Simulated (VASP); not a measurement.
Consider the following.

```yaml
crystal:
  lattice:
    - [3.23730, 0.00000, 0.00000]
    - [-1.61865, 2.80359, 0.00000]
    - [0.00000, 0.00000, 3.73194]
  atoms:
    - { symbol: Tm, position: [0.00000, 0.00000, 0.00000] }
    - { symbol: B, position: [0.33333, 0.66667, 0.55359] }
    - { symbol: B, position: [0.66667, 0.33333, 0.50000] }
```

The numbers are results of PBEsol GGA, VASP's PBE PAW potentials (set 64) (plane waves; VASP 6.6.1), not measurements. Settings: 600 eV cut-off, 10×10×8 Γ-centred mesh, first-order Methfessel-Paxton smearing of 0.10 eV, potentials Tm_3 B.

The 4f electrons are frozen in the core of the lanthanide potential, so 4f levels, which can set the real gap, and their magnetism are missing.

Q: What does the run give for the energy per atom (σ→0), pressure, largest force, band gap (on the k-mesh) with the smallest direct gap where there is one?

A: 
The band gap (on the k-mesh) comes out as none (metal, semimetal or under 0.01 eV) and the energy per atom (σ→0) is -6.976 eV/atom. The pressure comes out as 1.71 GPa and the largest force is 1.931 eV/Å.

Total energies compare only between runs with the same potentials, cut-off and functional.

The structure comes from a computed database's TmB2 entry (P6/mmm); how it stands against other phases isn't given here. This cell was strained or had an atom moved on purpose. The electron count is odd and the run is not spin-polarised, which forces a metal.
